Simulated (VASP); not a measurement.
An input for Ansatz (written as the equivalent of a VASP run, and not itself run):

Ansatz 0.2 input:
```yaml
crystal:
  lattice:
    - [1.2451393, -2.1566449, 0.0000000]
    - [1.2451393, 2.1566449, 0.0000000]
    - [0.0000000, 0.0000000, 6.6557161]
  atoms:
    - { symbol: B, position: [0.3333330, 0.6666670, 0.2500000] }
    - { symbol: B, position: [0.6666670, 0.3333330, 0.7500000] }
    - { symbol: N, position: [0.6666670, 0.3333330, 0.2500000] }
    - { symbol: N, position: [0.3333330, 0.6666670, 0.7500000] }
kpoints:
  mp_grid: { grid: [9, 9, 3] }
hamiltonian:
  xc: lda
  pseudopotentials: { kind: paw }
scf:
  occupations: { method: gaussian, width: 0.05 }
  max_iter: 100
relax:
  max_steps: 60
  f_tol: 0.02
  cell: {}
output: { forces: true, stress: true, eigenvalues: true }
```

Q: Translate this input to VASP (INCAR, KPOINTS, POSCAR, choice of POTCAR).

A: One answer among several that fit: 
**POSCAR**
```
BN
1
    1.2451392878    -2.1566448914     0.0000000000
    1.2451392878     2.1566448914     0.0000000000
    0.0000000000     0.0000000000     6.6557161482
B N
2 2
Direct
  0.3333330000   0.6666670000   0.2500000000
  0.6666670000   0.3333330000   0.7500000000
  0.6666670000   0.3333330000   0.2500000000
  0.3333330000   0.6666670000   0.7500000000
```

### INCAR
```
ALGO = Normal
EDIFF = 1E-6
EDIFFG = -0.02
ENCUT = 520
IBRION = 2
ISIF = 3
ISMEAR = 0
LASPH = .TRUE.
LCHARG = .FALSE.
LREAL = .FALSE.
LWAVE = .FALSE.
NELM = 100
NSW = 60
PREC = Accurate
SIGMA = 0.05
SYSTEM = BN
```

File KPOINTS:
```
Automatic mesh
0
Gamma
9 9 3
0 0 0
```

POTCAR, in this order: B N (LDA.64 set). Program: vasp_std.

The two are equivalent in intent, not identical: each code has its own PAW files, so the cut-off isn't converted (ENCUT is set for VASP's; basis.ecutwfc is left out, and Ansatz then takes the one that its files recommend); Ansatz stops its SCF on the density residual and VASP on the energy change (EDIFF); Ansatz's lda is the Perdew-Wang form, while the LDA potentials of VASP carry Perdew-Zunger's.

The compound is BN in the hex structure. This run relaxes it. Symmetry was kept, so distortions that lower it aren't found. The start is the result of an earlier pass.
